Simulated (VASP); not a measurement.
# AlSH3 in VASP: a series of runs

One molecule, AlSH3, is run at these levels: PBE, PBE+TS, revPBE+D4; tasks: single point, relaxation of the atoms, atomic charges, electron localisation function.

Program: VASP 6.6.1. These are calculated values, not measurements. Logs are shortened: lines on timing, memory, paths and dates and some standing lists are left out, and cuts for length are marked.

**1. The structure**

The cell holds a molecule in a box, 5 atoms: a = 13.000 Å, b = 11.000 Å, c = 12.000 Å, α = 90.00°, β = 90.00°, γ = 90.00°.

**2. Single point, PBE (atoms moved at random, drawn with an rms of 0.05 Å)**

INCAR reads:

```
ALGO = Normal
EDIFF = 1E-7
ENCUT = 520
GGA = PE
ISIF = 2
ISMEAR = 0
LASPH = T
LCHARG = T
LELF = T
LREAL = F
LVACPOTAV = T
LVHAR = T
LWAVE = F
NELM = 100
PREC = Accurate
SIGMA = 0.01
```

KPOINTS reads:

```
k-points
0
Gamma
  1 1 1
```

POSCAR reads:

```
AlH3S
1.0
   13.0000000000      0.0000000000      0.0000000000
    0.0000000000     11.0000000000      0.0000000000
    0.0000000000      0.0000000000     12.0000000000
Al S H
1 1 3
Direct
    0.4573710000      0.4907060000      0.5048740000
    0.5883190000      0.4662270000      0.6125610000
    0.3511100000      0.4410650000      0.5517910000
    0.4644170000      0.5651760000      0.3947050000
    0.6514100000      0.5271800000      0.5414680000
```

Potentials or basis: VASP PAW PBE potentials, release 64 (Al, S, H).

The run is started by

```bash
cat potpaw_PBE.64/Al/POTCAR potpaw_PBE.64/S/POTCAR potpaw_PBE.64/H/POTCAR > POTCAR
mpirun -np 1 vasp_gam > vasp.out
```

OUTCAR:

```text
EDIFF = 1E-7
   ENCUT = 520
   GGA = PE
   ISIF = 2
   ISMEAR = 0
   LASPH = T
   LREAL = F
   NELM = 100
   PREC = Accurate

 ion  position               nearest neighbor table
   1  0.457  0.491  0.505-   4 1.56   3 1.59   2 2.15
   2  0.588  0.466  0.613-   5 1.36   1 2.15
   3  0.351  0.441  0.552-   1 1.59
   4  0.464  0.565  0.395-   1 1.56
   5  0.651  0.527  0.541-   2 1.36

  LATTYP: Found a simple orthorhombic cell.
 ALAT       =    11.0000000000
 B/A-ratio  =     1.0909090909
 C/A-ratio  =     1.1818181818

  Lattice vectors:

 A1 = (   0.0000000000,  11.0000000000,   0.0000000000)
 A2 = (   0.0000000000,   0.0000000000,  12.0000000000)
 A3 = (  13.0000000000,   0.0000000000,   0.0000000000)

Analysis of symmetry for initial positions (statically):
=====================================================================
 Subroutine PRICEL returns:
 Original cell was already a primitive cell.

 Routine SETGRP: Setting up the symmetry group for a
 simple orthorhombic supercell.

 Subroutine GETGRP returns: Found  1 space group operations
 (whereof  1 operations were pure point group operations)
 out of a pool of  8 trial point group operations.

The static configuration has the point symmetry C_1 .

Analysis of symmetry for dynamics (positions and initial velocities):
=====================================================================
 Subroutine PRICEL returns:
 Original cell was already a primitive cell.

 Routine SETGRP: Setting up the symmetry group for a
 simple orthorhombic supercell.

 Subroutine GETGRP returns: Found  1 space group operations
 (whereof  1 operations were pure point group operations)
 out of a pool of  8 trial point group operations.

The dynamic configuration has the point symmetry C_1 .

 Subroutine INISYM returns: Found  1 space group operations
 (whereof  1 operations are pure point group operations),
 and found     1 'primitive' translations

----------------------------------------------------------------------------------------

                                     Primitive cell

  volume of cell :    1716.0000

  direct lattice vectors                    reciprocal lattice vectors
    13.000000000  0.000000000  0.000000000     0.076923077  0.000000000  0.000000000
     0.000000000 11.000000000  0.000000000     0.000000000  0.090909091  0.000000000
     0.000000000  0.000000000 12.000000000     0.000000000  0.000000000  0.083333333

  length of vectors
    13.000000000 11.000000000 12.000000000     0.076923077  0.090909091  0.083333333

  position of ions in fractional coordinates (direct lattice)
     0.457371000  0.490706000  0.504874000
     0.588319000  0.466227000  0.612561000
     0.351110000  0.441065000  0.551791000
     0.464417000  0.565176000  0.394705000
     0.651410000  0.527180000  0.541468000

  ion indices of the primitive-cell ions
   primitive index   ion index
                 1           1
                 2           2
                 3           3
                 4           4
                 5           5

----------------------------------------------------------------------------------------

 KPOINTS: k-points

Automatic generation of k-mesh.
 Grid dimensions read from file:
 generate k-points for:    1    1    1

 Generating k-lattice:

  Cartesian coordinates                     Fractional coordinates (reciprocal lattice)
     0.076923077  0.000000000  0.000000000     1.000000000  0.000000000  0.000000000
     0.000000000  0.090909091  0.000000000     0.000000000  1.000000000  0.000000000
     0.000000000  0.000000000  0.083333333     0.000000000  0.000000000  1.000000000

  Length of vectors
     0.076923077  0.090909091  0.083333333

  Shift w.r.t. Gamma in fractional coordinates (k-lattice)
     0.000000000  0.000000000  0.000000000

 Subroutine IBZKPT returns following result:
 ===========================================

 Found      1 irreducible k-points:

 Following reciprocal coordinates:
            Coordinates               Weight
  0.000000  0.000000  0.000000      1.000000
   k-points           NKPTS =      1   k-points in BZ     NKDIM =      1   number of bands    NBANDS=     10
   number of dos      NEDOS =    301   number of ions     NIONS =      5
   total plane-waves  NPLWV = 740880
   dimension x,y,z NGX =    98 NGY =   84 NGZ =   90
   dimension x,y,z NGXF=   196 NGYF=  168 NGZF=  180
   ions per type =               1   1   3
   NGX,Y,Z   is equivalent  to a cutoff of  12.53, 12.70, 12.47 a.u.
   NGXF,Y,Z  is equivalent  to a cutoff of  25.06, 25.39, 24.94 a.u.
 SYSTEM =  unknown system
   PREC   = accura    normal or accurate (medium, high low for compatibility)
   ISTART =      0    job   : 0-new  1-cont  2-samecut
   ICHARG =      2    charge: 1-file 2-atom 10-const
   ISPIN  =      1    spin polarized calculation?
   LNONCOLLINEAR =      F non collinear calculations
   LSORBIT =      F    spin-orbit coupling
   LASPH  =      T    aspherical Exc in radial PAW
   ENCUT  =  520.0 eV  38.22 Ry    6.18 a.u.  24.17 20.45 22.31*2*pi/ulx,y,z
   NELM   =    100;   NELMIN=  2; NELMDL= -5     # of ELM steps
   EDIFF  = 0.1E-06   stopping-criterion for ELM
   LREAL  =      F    real-space projection
   EDIFFG = 0.1E-05   stopping-criterion for IOM
   NSW    =      0    number of steps for IOM
   IBRION =     -1    ionic relax: 0-MD 1-quasi-New 2-CG
   NFREE  =      0    steps in history (QN), initial steepest desc. (CG)
   ISIF   =      2    stress and relaxation
   ISYM   =      2    0-nonsym 1-usesym 2-fastsym
   POTIM  = 0.5000    time-step for ionic-motion
   TEBEG  =    0.0;   TEEND  =   0.0 temperature during run
   PSTRESS=    0.0 pullay stress
   NELECT =      12.0000    total number of electrons
   NUPDOWN=      -1.0000    fix difference up-down
   EMIN   =  10.00;   EMAX   =-10.00  energy-range for DOS
   EFERMI =   0.00;   METHOD = LEGACY
   ISMEAR =     0;   SIGMA  =   0.01  broadening in eV -4-tet -1-fermi 0-gaus
   EFERMI_NEDOS =   21; number of points for ismear=-14 and -15
   IALGO  =     38    algorithm
   IMIX   =      4    mixing-type and parameters
     AMIX     =   0.40;   BMIX     =  1.00
     AMIX_MAG =   1.60;   BMIX_MAG =  1.00
  volume/ion in A,a.u.               =     343.20      2316.03
  Fermi-wavevector in a.u.,A,eV,Ry     =   0.313061  0.591600  1.333472  0.098007
  Thomas-Fermi vector in A             =   1.193077
   LORBIT       =      0    0 simple, 1 ext, 2 COOP (PROOUT), +10 PAW based schemes
   GGA     = PE    functional components
   LHFCALC =     F    Hartree Fock is set to
   AEXX    =    0.0000 exact exchange contribution
   IVDW    =     0    specifies the selected vdW correction
   LEPSILON=     F    determine dielectric tensor
   LRPA    =     F    only Hartree local field effects (RPA)
 non-spin polarized calculation
 Gauss-broadening in eV      SIGMA  =   0.01
  energy-cutoff  :      520.00
  volume of cell :     1716.00
 maximum number of plane-waves:     23131
 NGX is ok and might be reduce to    98
   NGX = 49   NGY = 41   NGZ = 45

 number of electron      12.0000000 magnetization

 Free energy of the ion-electron system (eV)
  ---------------------------------------------------
  ext. energy  EPLUGINS =         0.00000000
  ---------------------------------------------------
  free energy    TOTEN  =       -17.94774860 eV

  energy without entropy =      -17.94774860  energy(sigma->0) =      -17.94774860

 E-fermi :  -6.4583     XC(G=0):  -0.7657

 val. band max:       -6.5368493898   @ k =   0.0000   0.0000   0.0000
 cond. band min:      -1.9092042606   @ k =   0.0000   0.0000   0.0000
 fundamental gap:      4.6276451292
 Fermi energy:        -6.4583409221

 k-point     1 :       0.0000    0.0000    0.0000
  band No.  band energies     occupation
      1     -17.8285      2.00000
      2     -10.3795      2.00000
      3      -9.5216      2.00000
      4      -7.3396      2.00000
      5      -7.1199      2.00000
      6      -6.5368      2.00000
      7      -1.9092      0.00000
      8      -0.7858      0.00000
      9      -0.3731      0.00000
     10       0.0327      0.00000

------------------------ aborting loop because EDIFF is reached ----------------------------------------

  FORCE on cell =-STRESS in cart. coord.  units (eV):
  Direction    XX          YY          ZZ          XY          YZ          ZX
  --------------------------------------------------------------------------------------
  -------------------------------------------------------------------------------------
  Total        0.7256055      0.0761446      0.6126591     -0.0861950     -0.2535902      0.5428695
  in kB        0.6774759      0.0710939      0.5720213     -0.0804777     -0.2367695      0.5068608
  external PRESSURE =       0.4401970 kB  Pullay stress =       0.0000000 kB

 VOLUME and BASIS-vectors are now :
 -----------------------------------------------------------------------------
  energy-cutoff  :      520.00
  volume of cell :     1716.00
      direct lattice vectors                 reciprocal lattice vectors
    13.000000000  0.000000000  0.000000000     0.076923077  0.000000000  0.000000000
     0.000000000 11.000000000  0.000000000     0.000000000  0.090909091  0.000000000
     0.000000000  0.000000000 12.000000000     0.000000000  0.000000000  0.083333333

 POSITION                                       TOTAL-FORCE (eV/Angst)
 -----------------------------------------------------------------------------------
      5.94582      5.39777      6.05849        -0.653419     -0.004060      0.159081
      7.64815      5.12850      7.35073         0.568765      0.046100      0.075581
      4.56443      4.85172      6.62149         0.024057     -0.084928     -0.022499
      6.03742      6.21694      4.73646         0.131320      0.161281     -0.378360
      8.46833      5.79898      6.49762        -0.070723     -0.118393      0.166197
 -----------------------------------------------------------------------------------
    total drift:                               -0.000299     -0.000125      0.000159

  FREE ENERGIE OF THE ION-ELECTRON SYSTEM (eV)
  ---------------------------------------------------
  free  energy   TOTEN  =       -17.9477486024 eV

  energy  without entropy=      -17.9477486024  energy(sigma->0) =      -17.94774860
```

It took 3.1 min on 1 thread of Intel Xeon Platinum 8259CL at 2.50GHz (Skylake/Cascade Lake), shared host; peak memory 1.2 GiB.

Results:

```
Free energy                     : -17.9477 eV
Largest force                   : 0.673 eV/Å
Gap between the frontier levels : 4.63 eV
```

Forces on the atoms (eV/Å):
```
Al  -0.653 -0.004  0.159
S    0.569  0.046  0.076
H    0.024 -0.085 -0.022
H    0.131  0.161 -0.378
H   -0.071 -0.118  0.166
```

**3. Relaxation of the atoms, PBE (atoms moved at random, drawn with an rms of 0.02 Å)**

INCAR reads:

```
SYSTEM = AlH3S
PREC     = Accurate       ! precision mode
ENCUT    = 520            ! plane-wave cutoff, eV
EDIFF    = 1E-6           ! SCF threshold, eV
ISMEAR   = 0              ! smearing method
SIGMA    = 0.01           ! smearing width, eV
LREAL    = .FALSE.        ! projectors in reciprocal space
LASPH    = .TRUE.         ! aspherical terms in the spheres
NELM     = 80             ! most SCF steps
ALGO     = Normal         ! electronic algorithm
ISIF     = 2              ! what is computed and relaxed
LWAVE    = .FALSE.        ! write WAVECAR
LCHARG   = .FALSE.        ! write CHGCAR
GGA      = PE             ! functional
IBRION   = 2              ! ionic algorithm
NSW      = 40             ! ionic steps
EDIFFG   = -0.005         ! ionic threshold
```

KPOINTS reads:

```
Automatic mesh
0
G
  1 1 1
  0 0 0
```

POSCAR reads:

```
AlH3S
1.0
   13.0000000000      0.0000000000      0.0000000000
    0.0000000000     11.0000000000      0.0000000000
    0.0000000000      0.0000000000     12.0000000000
Al S H
1 1 3
Direct
    0.4535660000      0.4943880000      0.5058240000
    0.5880590000      0.4693380000      0.6129010000
    0.3504090000      0.4411350000      0.5530460000
    0.4692270000      0.5619230000      0.3914580000
    0.6544670000      0.5258270000      0.5428050000
```

Potentials or basis: VASP PAW PBE potentials, release 64 (Al, S, H).

The run is started by

```bash
cat potpaw_PBE.64/Al/POTCAR potpaw_PBE.64/S/POTCAR potpaw_PBE.64/H/POTCAR > POTCAR
mpirun -np 1 vasp_gam > vasp.out
```

OUTCAR:

```text
SYSTEM = AlH3S
   PREC = Accurate
   ENCUT = 520
   EDIFF = 1E-6
   ISMEAR = 0
   LREAL = .FALSE.
   LASPH = .TRUE.
   NELM = 80
   ISIF = 2
   GGA = PE
   IBRION = 2
   NSW = 40
   EDIFFG = -0.005

 ion  position               nearest neighbor table
   1  0.454  0.494  0.506-   3 1.57   4 1.57   2 2.19
   2  0.588  0.469  0.613-   5 1.36   1 2.19
   3  0.350  0.441  0.553-   1 1.57
   4  0.469  0.562  0.391-   1 1.57
   5  0.654  0.526  0.543-   2 1.36

  LATTYP: Found a simple orthorhombic cell.
 ALAT       =    11.0000000000
 B/A-ratio  =     1.0909090909
 C/A-ratio  =     1.1818181818

  Lattice vectors:

 A1 = (   0.0000000000,  11.0000000000,   0.0000000000)
 A2 = (   0.0000000000,   0.0000000000,  12.0000000000)
 A3 = (  13.0000000000,   0.0000000000,   0.0000000000)

Analysis of symmetry for initial positions (statically):
=====================================================================
 Subroutine PRICEL returns:
 Original cell was already a primitive cell.

 Routine SETGRP: Setting up the symmetry group for a
 simple orthorhombic supercell.

 Subroutine GETGRP returns: Found  1 space group operations
 (whereof  1 operations were pure point group operations)
[... 152 lines left out ...]

  FORCE on cell =-STRESS in cart. coord.  units (eV):
  Direction    XX          YY          ZZ          XY          YZ          ZX
  --------------------------------------------------------------------------------------
  -------------------------------------------------------------------------------------
  Total        0.2120450      0.0297246      0.2689131      0.0039086     -0.1397974      0.1027394
  in kB        0.1979800      0.0277530      0.2510760      0.0036493     -0.1305246      0.0959246
  external PRESSURE =       0.1589363 kB  Pullay stress =       0.0000000 kB
[... 98 lines left out ...]
  FREE ENERGIE OF THE ION-ELECTRON SYSTEM (eV)
  ---------------------------------------------------
  free  energy   TOTEN  =       -17.9739850413 eV

  energy  without entropy=      -17.9739850413  energy(sigma->0) =      -17.97398504

[... ionic steps 4 to 17 ...]

--------------------------------------- Ionic step       18  -------------------------------------------

 number of electron      12.0000000 magnetization

------------------------ aborting loop because EDIFF is reached ----------------------------------------
[... 73 lines left out ...]
--------------------------------------- Ionic step       20  -------------------------------------------

 number of electron      12.0000000 magnetization

 Free energy of the ion-electron system (eV)
  ---------------------------------------------------
  ext. energy  EPLUGINS =         0.00000000
  ---------------------------------------------------
  free energy    TOTEN  =       -17.97616416 eV

  energy without entropy =      -17.97616416  energy(sigma->0) =      -17.97616416

 E-fermi :  -6.3723     XC(G=0):  -0.7715

 val. band max:       -6.4372939519   @ k =   0.0000   0.0000   0.0000
 cond. band min:      -1.9473079935   @ k =   0.0000   0.0000   0.0000
 fundamental gap:      4.4899859584
 Fermi energy:        -6.3722748124

 k-point     1 :       0.0000    0.0000    0.0000
  band No.  band energies     occupation
      1     -17.7328      2.00000
      2     -10.3685      2.00000
      3      -9.4545      2.00000
      4      -7.3290      2.00000
      5      -7.1399      2.00000
      6      -6.4373      2.00000
      7      -1.9473      0.00000
      8      -0.7369      0.00000
      9      -0.4445      0.00000
     10       0.0111      0.00000
[... 30 lines left out ...]
  FREE ENERGIE OF THE ION-ELECTRON SYSTEM (eV)
  ---------------------------------------------------
  free  energy   TOTEN  =       -17.9761641564 eV

  energy  without entropy=      -17.9761641564  energy(sigma->0) =      -17.97616416

 reached required accuracy - stopping structural energy minimisation
```

OSZICAR:

```text
N       E                     dE             d eps       ncg     rms          rms(c)
DAV:   1     0.101844994103E+03    0.10184E+03   -0.21519E+03    20   0.613E+02
DAV:   2     0.178699080171E+02   -0.83975E+02   -0.79604E+02    32   0.838E+01
DAV:   3    -0.164183742525E+02   -0.34288E+02   -0.34211E+02    22   0.925E+01
[... 139 lines left out ...]
DAV:   1    -0.179761628768E+02    0.22728E-06   -0.10723E-05    30   0.283E-02    0.246E-03
DAV:   2    -0.179761629281E+02   -0.51307E-07   -0.19540E-07    30   0.331E-03
  19 F= -.17976163E+02 E0= -.17976163E+02  d E =-.905738E-05
       N       E                     dE             d eps       ncg     rms          rms(c)
DAV:   1    -0.179761640845E+02   -0.12078E-05   -0.11988E-05    30   0.268E-02    0.237E-03
DAV:   2    -0.179761641564E+02   -0.71869E-07   -0.36937E-07    30   0.450E-03
  20 F= -.17976164E+02 E0= -.17976164E+02  d E =-.122832E-05
```

Wall time 16 min (1 thread of Intel Xeon Platinum 8259CL at 2.50GHz (Skylake/Cascade Lake), shared host); peak memory 1.4 GiB.

What came out:

```yaml
Free_energy: -17.9762 eV
Energy_gained_by_relaxing: 1.2 meV/atom
Ionic_steps: 20
Largest_force_after_relaxing: 0.004 eV/Å
Gap_between_the_frontier_levels: 4.49 eV
```

Forces on the atoms (eV/Å):
```
Al   0.000  0.000  0.000
S    0.004  0.000  0.002
H   -0.004 -0.002  0.001
H    0.001  0.003 -0.002
H   -0.001 -0.001  0.000
```

Step by step:
```
step  energy change (eV)  largest force (eV/Å)  pressure (GPa)
   1              0.0000                0.2238            0.02
   2             -0.0039                0.2194            0.01
   3             -0.0040                0.2018            0.01
   4             -0.0052                0.0917           -0.01
   5             -0.0053                0.0728           -0.01
   6             -0.0056                0.0488           -0.01
   7             -0.0056                0.0541           -0.01
   8             -0.0059                0.0381           -0.01
   9             -0.0061                0.0230            0.00
  10             -0.0061                0.0210            0.00
  11             -0.0061                0.0190            0.00
  12             -0.0061                0.0086            0.00
  13             -0.0061                0.0074            0.00
  14             -0.0061                0.0151            0.00
  15             -0.0061                0.0135            0.00
  16             -0.0061                0.0077            0.00
  17             -0.0061                0.0116            0.00
  18             -0.0061                0.0056            0.00
  19             -0.0061                0.0051            0.00
  20             -0.0061                0.0040            0.00
```

Final structure:
```cif
data_structure
_symmetry_space_group_name_H-M 'P 1'
_symmetry_Int_Tables_number 1
_cell_length_a 13.0000
_cell_length_b 11.0000
_cell_length_c 12.0000
_cell_angle_alpha 90.000
_cell_angle_beta 90.000
_cell_angle_gamma 90.000
_cell_volume 1716.00
loop_
_atom_site_label
_atom_site_type_symbol
_atom_site_fract_x
_atom_site_fract_y
_atom_site_fract_z
_atom_site_occupancy
Al1 Al 0.45483 0.49425 0.50641 1
S1 S 0.58942 0.46906 0.61412 1
H1 H 0.34952 0.44138 0.55221 1
H2 H 0.46811 0.56223 0.39065 1
H3 H 0.65384 0.52569 0.54265 1
```

(Part 1 of 2 ends here.)
